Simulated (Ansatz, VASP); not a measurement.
# One calculation of YSe, two programs

The input INCAR:

```
SYSTEM = YSe
ALGO = Normal ; EDIFF = 1E-8
ENCUT = 520 ; ISIF = 2
ISMEAR = -1 ; LASPH = .TRUE.
LCHARG = .FALSE. ; LEFG = .TRUE.
LREAL = .FALSE. ; LWAVE = .FALSE.
NBANDS = 16 ; NELM = 100
PREC = Accurate ; SIGMA = 0.03
```

Contents of KPOINTS:

```
k-points
0
G
  7 7 7
  0 0 0
```

File POSCAR:

```
YSe
1.0
    0.0000000000      2.8750000000      2.8750000000
    2.8750000000      0.0000000000      2.8750000000
    2.8750000000      2.8750000000      0.0000000000
Y Se
1 1
Direct
    0.0000000000      0.0000000000      0.0000000000
    0.5000000000      0.5000000000      0.5000000000
```

Input for Ansatz:

```yaml
crystal:
  lattice:
    - [0.0, 2.875, 2.875]
    - [2.875, 0.0, 2.875]
    - [2.875, 2.875, 0.0]
  atoms:
    - { symbol: "Y", position: [0.0, 0.0, 0.0] }
    - { symbol: Se, position: [0.5, 0.5, 0.5] }
kpoints:
  mp_grid: { grid: [7, 7, 7] }
  band_path:
    path:
      - [0.0, 0.0, 0.0]
      - [0.5, 0.0, 0.5]
      - [0.625, 0.25, 0.625]
      - [0.375, 0.375, 0.75]
      - [0.0, 0.0, 0.0]
      - [0.5, 0.5, 0.5]
      - [0.5, 0.25, 0.75]
      - [0.5, 0.0, 0.5]
    npoints: 8
scf:
  occupations: { method: fermi_dirac, width: 0.03 }
hamiltonian:
  xc: lda
  pseudopotentials: { kind: all_electron, datasets: crystal }
output:
  forces: true
  stress: true
  eigenvalues: true
  efg: { contact_densities: true }
```

Alike in both runs: task electric field gradients; functional LDA; k mesh 7 × 7 × 7; occupations fermi-dirac, width 0.03 eV; no spin polarisation.

|  | VASP | Ansatz |
| --- | --- | --- |
| version | VASP 6.6.1 | Ansatz 0.2.0 |
| potentials or method | VASP PAW LDA potentials, release 64 (Y_sv, Se) | all-electron PAW with datasets made for the crystal, scalar-relativistic |
| plane-wave cutoff (eV) | 520 | see its input |

```csv
,VASP,Ansatz,Ansatz less VASP
pressure (GPa),-4.5,-4.6,-0.13
Vzz of the field gradient on the site that differs most (V/Å²),0.0,0.0,0.00
```

Ansatz ran all-electron here, so the differences hold the error of VASP's frozen core and of both bases. Ansatz warned: «gradients_without_spin_orbit».
